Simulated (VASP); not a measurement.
```xyz
9
Lattice="4.5839 0.0000 0.0000 -2.2919 3.9698 0.0000 0.0000 0.0000 6.5781" Properties=species:S:1:pos:R:3 pbc="T T T"
Si    -1.1649     3.3190     5.4818
Si     1.1271     0.6507     1.0964
Si     0.0000     1.3014     3.2891
Si     3.4568     0.6507     5.4818
Si     1.1649     3.3190     1.0964
Si     2.2919     2.6683     3.2891
Mo     2.2919     0.0000     3.2891
Mo     1.1460     1.9849     5.4818
Mo    -1.1460     1.9849     1.0964
```

Level of theory: r2SCAN meta-GGA, VASP's PBE PAW potentials (set 64) (plane waves; VASP 6.6.1). Numerical set-up: 400 eV cut-off, 6×6×4 Γ-centred mesh, tetrahedra with Blöchl corrections, potentials Si Mo_sv.

Task: Predict the energy per atom (σ→0), band gap (over mesh and band path) with the smallest direct gap where there is one.

Result: 
```yaml
band gap (over mesh and band path): 0.15 eV
smallest direct gap (over mesh and band path): 0.69 eV
energy per atom (σ→0): -14.975 eV/atom
```

Total energies compare only between runs with the same potentials, cut-off and functional.

The structure comes from a computed database's Si2Mo entry (P6_222); how it stands against other phases isn't given here. It was relaxed first.
